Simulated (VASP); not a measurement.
Here is the system:

```
BP
1.0
    3.18134     0.00000     0.00000
   -1.59067     2.75512     0.00000
    0.00000     0.00000     5.27433
B P
2 2
Direct
  0.66667   0.33333   0.50037
  0.33333   0.66667   0.00037
  0.66667   0.33333   0.87463
  0.33333   0.66667   0.37463
```

Computed with PBEsol GGA, VASP's PBE PAW potentials (set 64) (plane waves; VASP 6.6.1). Run with 520 eV cut-off, 7×7×4 Γ-centred mesh, Gaussian smearing of 0.050 eV, potentials B P.

### Question
Estimate the energy per atom (σ→0).

### Answer

| Quantity | Result |
|---|---|
| energy per atom (σ→0) | -658.6 kJ/mol of atoms |

Only differences to runs with the same potentials and settings are physical.

The structure comes from a computed database's BP entry (P6_3mc); how it stands against other phases isn't given here. It was relaxed first. The start is the result of an earlier pass.
